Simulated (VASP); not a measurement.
PtSb (relaxed from the rock salt structure, space group Fm-3m): computed properties

Method: r2SCAN meta-GGA, VASP's PBE PAW potentials (set 64) (plane waves; VASP).

space group: Fm-3m (225)
cell: a = 5.504 Å, b = 5.504 Å, c = 5.504 Å, α = 90.00°, β = 90.00°, γ = 90.00°
volume per atom: 20.84 Å³/atom
band gap (over mesh and band path): none (metal, semimetal or under 0.01 eV)
density: 12.62 g/cm³

```yaml
crystal:
  lattice:
    - [0.00000, 2.75207, 2.75207]
    - [2.75207, 0.00000, 2.75207]
    - [2.75207, 2.75207, 0.00000]
  atoms:
    - { symbol: Pt, position: [0.00000, 0.00000, 0.00000] }
    - { symbol: Sb, position: [0.50000, 0.50000, 0.50000] }
```

Unless said otherwise, spin-orbit coupling is left out, though it shifts the bands of the heavy elements here.

The structure was generated: PtSb was put into the rock salt type (Fm-3m), which need not be its known phase. It was relaxed first, which changed the volume by -20 %. Symmetry was kept, so distortions that lower it aren't found. The electron count is odd and the run is not spin-polarised, which forces a metal.
